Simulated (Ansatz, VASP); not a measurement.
# Zr2SNO (Zr2NOS MXene monolayer): VASP beside Ansatz, part 2 of 2

One calculation is typed for both programs; each brings its own data sets. How far apart do they land? The structure shown is the start of the Ansatz relaxation below; VASP solves that cell, so the two are compared at the walk's first step.

VASP 6.6.1 and Ansatz 0.2.0.

So far: Starting point; Ansatz: relaxation, PBEsol with D3(BJ).

## 3. VASP: single point, PBEsol with D3(BJ), start cell

Level of this step: PBEsol with D3(BJ), zero-moment start; plane waves and PAW (S, Zr_sv, N, O) (VASP).

The same cell, functional, mesh and smearing now go to VASP, with its own data sets.

Lines of VASP's logs that name or quote its potential files are left out, and so is its time.

INCAR

```
SYSTEM = Zr2SNO
PREC = Accurate
ENCUT = 520
EDIFF = 1E-06
NELM = 200
ISMEAR = -1
SIGMA = 0.05
LREAL = .FALSE.
ALGO = Normal
GGA = PS
IVDW = 12
NBANDS = 29
ISPIN = 2
MAGMOM = -0 -0 -0 0 -0
LASPH = .TRUE.
LMAXMIX = 4
LORBIT = 11
LWAVE = .FALSE.
LCHARG = .FALSE.
ISIF = 2
LDIPOL = .TRUE.
IDIPOL = 3
DIPOL = 0.5 0.5 0.504
LVHAR = .TRUE.
GGA_COMPAT = .FALSE.
NELMDL = -8
KPAR = 2
```

POSCAR

```
Zr2SNO
1.0
    3.2175000000      0.0000000000      0.0000000000
   -1.6087500000      2.7864370000      0.0000000000
    0.0000000000      0.0000000000     42.2365260000
S Zr N O
1 2 1 1
Direct
    0.3333332137      0.6666664274      0.4332742707
    0.6666666069      0.3333332137      0.4771861445
    0.3333332137      0.6666664274      0.5373018842
    0.0000000000      0.0000000000      0.5072440143
    0.6666666069      0.3333332137      0.5667257293
```

KPOINTS

```
Automatic mesh
0
Gamma
12 12 1
0 0 0
```

PAW data sets: S, Zr_sv, N and O (PBE family, release 64).

Run with:

```sh
> mpirun -np 2 vasp_std
```

Numbers of over 12 decimals in the logs are rounded to 6 here.

What it wrote:

```text
[banner, memory and clock lines left out]
running    2 mpi-ranks, on    1 nodes
 distrk:  each k-point on    1 cores,    2 groups
 distr:  one band on    1 cores,    1 groups

 POSCAR found type information on POSCAR S ZrN O
 POSCAR found :  4 types and       5 ions
|                                                                             |
|               ----> ADVICE to this user running VASP <----                  |
|                                                                             |
|     You enforced a specific xc type in the INCAR file but a different       |
|     [... a line on the potential file left out ...]
|     I HOPE YOU KNOW WHAT YOU ARE DOING!                                     |
|                                                                             |

 LDA part: xc-table for (Slater+PW92), standard interpolation
 POSCAR, INCAR and KPOINTS ok, starting setup
 FFT: planning ... GRIDC
 FFT: planning ... GRID_SOFT
 FFT: planning ... GRID
 WAVECAR not read
 entering main loop
       N       E                     dE             d eps       ncg     rms          rms(c)
DAV:   1     0.387993437784E+03    0.38799E+03   -0.18458E+04  2748   0.108E+03
DAV:   2     0.869066937053E+00   -0.38712E+03   -0.37692E+03  2938   0.296E+02
DAV:   3    -0.495503881199E+02   -0.50419E+02   -0.49867E+02  3342   0.982E+01
DAV:   4    -0.523197067809E+02   -0.27693E+01   -0.27551E+01  3419   0.227E+01
DAV:   5    -0.524184075177E+02   -0.98701E-01   -0.98646E-01  3222   0.361E+00
DAV:   6    -0.524206878655E+02   -0.22803E-02   -0.22798E-02  3233   0.585E-01
DAV:   7    -0.524207575253E+02   -0.69660E-04   -0.69656E-04  3267   0.863E-02
DAV:   8    -0.524207589307E+02   -0.14054E-05   -0.14055E-05  3227   0.139E-02    0.315E+01
DAV:   9    -0.466099959118E+02    0.58108E+01   -0.32903E+01  2705   0.302E+01    0.142E+01
DAV:  10    -0.464718633014E+02    0.13813E+00   -0.89055E+00  2888   0.145E+01    0.874E+00
DAV:  11    -0.461468396304E+02    0.32502E+00   -0.29008E+00  3062   0.109E+01    0.210E+00
DAV:  12    -0.460960145538E+02    0.50825E-01   -0.87412E-01  2896   0.535E+00    0.971E-01
DAV:  13    -0.460854298095E+02    0.10585E-01   -0.34665E-01  2681   0.252E+00    0.571E-01
DAV:  14    -0.460784888211E+02    0.69410E-02   -0.72288E-02  2747   0.135E+00    0.370E-01
[...]
DAV:  23    -0.460784908756E+02   -0.52474E-04   -0.13091E-06  2237   0.371E-03    0.150E-03
DAV:  24    -0.460785087812E+02   -0.17906E-04   -0.47721E-07  2122   0.224E-03    0.136E-03
DAV:  25    -0.460785251731E+02   -0.16392E-04   -0.28483E-07  2025   0.151E-03    0.984E-04
DAV:  26    -0.460785361600E+02   -0.10987E-04   -0.16770E-07  1849   0.128E-03    0.415E-04
DAV:  27    -0.460785426829E+02   -0.65228E-05   -0.13194E-07  1790   0.985E-04    0.444E-04
DAV:  28    -0.460785471296E+02   -0.44468E-05   -0.10823E-07  1850   0.859E-04    0.274E-04
DAV:  29    -0.460785489798E+02   -0.18501E-05   -0.39520E-08  1748   0.498E-04    0.146E-04
DAV:  30    -0.460785496894E+02   -0.70962E-06   -0.94498E-09  1332   0.303E-04
   1 F= -.47294486E+02 E0= -.47284773E+02  d E =-.194267E-01  mag=    -0.0000
```

From OUTCAR (step 3):

```text
ion  position               nearest neighbor table
   1  0.333  0.667  0.433-   2 2.62   2 2.62   2 2.63
   2  0.667  0.333  0.477-   4 2.25   4 2.25   4 2.25   1 2.62   1 2.62   1 2.63   3 3.15   3 3.15
                             3 3.15
   3  0.333  0.667  0.537-   5 2.23   5 2.23   5 2.24   4 2.25   4 2.25   4 2.25   2 3.15   2 3.15
                             2 3.15
   4  0.000  0.000  0.507-   3 2.25   2 2.25   2 2.25   3 2.25   3 2.25   2 2.25
   5  0.667  0.333  0.567-   3 2.23   3 2.23   3 2.24

  LATTYP: Found a hexagonal cell.
 ALAT       =     3.2175000000
 C/A-ratio  =    13.1271254079

 Subroutine GETGRP returns: Found  6 space group operations
 (whereof  6 operations were pure point group operations)

The static configuration has the point symmetry C_3v.

 Found     19 irreducible k-points:

   k-points           NKPTS =     19   k-points in BZ     NKDIM =     19   number of bands    NBANDS=     29

   dimension x,y,z NGX =    24 NGY =   24 NGZ =  320
   dimension x,y,z NGXF=    48 NGYF=   48 NGZF=  640

   ENCUT  =  520.0 eV  38.22 Ry    6.18 a.u.   5.98  5.98 78.53*2*pi/ulx,y,z

   NELECT =      41.0000    total number of electrons

 k-points in reciprocal lattice and weights: Automatic mesh
   0.00000000  0.00000000  0.00000000       0.007
   0.08333333 -0.00000000  0.00000000       0.042
   0.16666667  0.00000000  0.00000000       0.042
   0.25000000  0.00000000  0.00000000       0.042
   0.33333333  0.00000000  0.00000000       0.042
   0.41666667 -0.00000000  0.00000000       0.042
   0.50000000  0.00000000  0.00000000       0.021
   0.08333333  0.08333333  0.00000000       0.042
   0.16666667  0.08333333  0.00000000       0.083
[...]
0.33333333  0.25000000  0.00000000       0.083
   0.33333333  0.33333333  0.00000000       0.014

 dipolmoment           0.000000      0.000000      0.055375 electrons x Angstroem

 average (electrostatic) potential at core
       1 -94.6149       2 -87.0299       3 -87.6157       4 -73.2376       5 -78.5485

 E-fermi :  -3.8566

 spin component 1
 k-point     1 :       0.0000    0.0000    0.0000
  band No.  band energies     occupation
    ...
     14      -8.8792      1.00000
     15      -7.3431      1.00000
     16      -6.4430      1.00000
     17      -6.4430      1.00000
     18      -6.1118      1.00000
     19      -3.6019      0.00610
     20      -3.6019      0.00610
     21      -3.1821      0.00000
     22      -2.9562      0.00000
     23      -2.9562      0.00000
    ...

 k-point     2 :       0.0833   -0.0000    0.0000
  band No.  band energies     occupation
    ...
     15      -7.1729      1.00000
     16      -6.8447      1.00000
     17      -6.4733      1.00000
     18      -5.9552      1.00000
     19      -4.2069      0.99910
     20      -3.7931      0.21952
     21      -3.2965      0.00001
     22      -2.7468      0.00000
     23      -2.6987      0.00000
     24      -1.4245      0.00000
    ...

 k-point     3 :       0.1667    0.0000    0.0000
  band No.  band energies     occupation
    ...
     17      -6.5454      1.00000
     18      -6.1681      1.00000
     19      -5.0205      1.00000
     20      -4.0288      0.96907
     21      -3.8650      0.54232
     22      -2.4327      0.00000
     23      -2.2605      0.00000
     24      -1.4192      0.00000
     25      -0.6016      0.00000
     26      -0.4264      0.00000
    ...

 k-point     4 :       0.2500    0.0000    0.0000
  band No.  band energies     occupation
    ...
     17      -6.5919      1.00000
     18      -6.4767      1.00000
     19      -5.6907      1.00000
     20      -4.4293      0.99999
     21      -4.2102      0.99915
     22      -2.0557      0.00000
     23      -1.6766      0.00000
     24      -1.4590      0.00000
     25      -0.3809      0.00000
     26       0.0104      0.00000
    ...

 k-point     5 :       0.3333    0.0000    0.0000
  band No.  band energies     occupation
    ...
     17      -6.8341      1.00000
     18      -6.5677      1.00000
     19      -5.8985      1.00000
     20      -4.8186      1.00000
     21      -4.3551      0.99995
     22      -1.7212      0.00000
     23      -1.3302      0.00000
     24      -0.9259      0.00000
     25       0.0280      0.00000
     26       0.3808      0.00000
    ...

 k-point     6 :       0.4167   -0.0000    0.0000
  band No.  band energies     occupation
    ...
     17      -6.9344      1.00000
     18      -6.5158      1.00000
     19      -5.9053      1.00000
     20      -5.0226      1.00000
     21      -4.4473      0.99999
     22      -1.8096      0.00000
     23      -0.6214      0.00000
     24      -0.2230      0.00000
     25       0.4774      0.00000
     26       0.7648      0.00000
    ...

 Edisp (eV)   -1.21594

  Total       0.06749     0.06749    -6.12197    -0.00000    -0.00000     0.00000
  in kB       0.28557     0.28557   -25.90274    -0.00000    -0.00000     0.00000
  external pressure =       -8.44 kB  Pullay stress =        0.00 kB

  energy-cutoff  :      520.00
  volume of cell :      378.67
      direct lattice vectors                 reciprocal lattice vectors
     3.217500000  0.000000000  0.000000000     0.310800311  0.179440626  0.000000000
    -1.608750000  2.786437000  0.000000000     0.000000000  0.358881252  0.000000000
     0.000000000  0.000000000 42.236526000     0.000000000  0.000000000  0.023676190

 POSITION                                       TOTAL-FORCE (eV/Angst)
 -----------------------------------------------------------------------------------
      0.00000      1.85762     18.30000        -0.000000      0.000000      1.959663
      1.60875      0.92881     20.15468        -0.000000      0.000000     -2.683993
      0.00000      1.85762     22.69377         0.000000      0.000000      4.191528
      0.00000      0.00000     21.42422         0.000000      0.000000     -0.017555
      1.60875      0.92881     23.93653         0.000000     -0.000000     -3.449644
 -----------------------------------------------------------------------------------
    total drift:                               -0.000000      0.002325     -0.000457

  FREE ENERGIE OF THE ION-ELECTRON SYSTEM (eV)
  ---------------------------------------------------
  free  energy   TOTEN  =       -47.2944861300 eV

  energy  without entropy=      -47.2750594787  energy(sigma->0) =      -47.28477280

 vacuum level on the upper side and lower side of the slab         3.324         2.206

 total charge
# of ion       s       p       d       tot
------------------------------------------
    1        1.363   2.285   0.000   3.649
    2        2.176   6.032   1.702   9.909
    3        2.172   6.041   1.547   9.760
    4        1.246   2.487   0.000   3.732
    5        1.571   3.340   0.000   4.912
--------------------------------------------------
tot          8.528  20.186   3.249  31.962

 magnetization (x)
# of ion       s       p       d       tot
------------------------------------------
    1        0.000  -0.000   0.000  -0.000
    2        0.000  -0.000  -0.000  -0.000
    3        0.000   0.000  -0.000   0.000
    4        0.000   0.000   0.000   0.000
    5        0.000   0.000   0.000   0.000
--------------------------------------------------
tot          0.000  -0.000  -0.000  -0.000

[... 1 further part left out ...]
```

This run allows spin, but its moments start at zero, where symmetry between the spins tends to hold them. Its electron count is odd, so without a moment it is a metal by construction.

## 4. Side by side

Known differences besides the potentials themselves: Ansatz cuts the interaction across the vacuum, VASP repeats the sheet with a dipole correction; the cutoff is 420 eV in Ansatz and 520 eV in VASP; Ansatz makes its cores anew for this functional, VASP keeps those of its PBE data sets. Total energies have different zeros and are not compared.

Forces (eV/Å; atoms numbered as in POSCAR):

```csv
atom,"Ansatz x, y, z","VASP x, y, z"
S1,"0.000, 0.000, 1.969","0.000, 0.000, 1.960"
Zr2,"0.000, 0.000, -2.659","0.000, 0.000, -2.684"
Zr3,"0.000, 0.000, 4.186","0.000, 0.000, 4.192"
N4,"0.000, 0.000, -0.016","0.000, 0.000, -0.018"
O5,"0.000, 0.000, -3.480","0.000, 0.000, -3.450"
```

The forces differ by 10 meV/Å r.m.s., which is 0.6 % of the r.m.s. force of 1.643 eV/Å (both taken over all components). Moments aren't recorded for both runs of this pair, so they may hold unlike magnetic states. With vacuum in the cell, a pressure given here is an average over mostly empty space and none of the material.

## 5. Outcome

```
r.m.s. force difference (single point, PBEsol with D3(BJ), start cell) : 0.64 % of the r.m.s. force
```

In words: The r.m.s. force difference is 0.64 % of the r.m.s. force (single point, PBEsol with D3(BJ), start cell), within the 3 % picked in this series as the mark of a large difference. 1 further run of this series is not shown here. How closely two codes agree says nothing of how well the functional describes the real material.

[Lines on the potential files, build, host, timing and source positions are cut from VASP's logs without a mark.]

[Logs are printed without paths, hosts, clocks, repeated set-up lines and the standing remarks that a program may print on its own settings, such as how far it seeks lower states.]

[Hosts, paths, dates, database ids (printed as entryN), source tags and the programs' standing remarks are cut or masked in the printed files.]
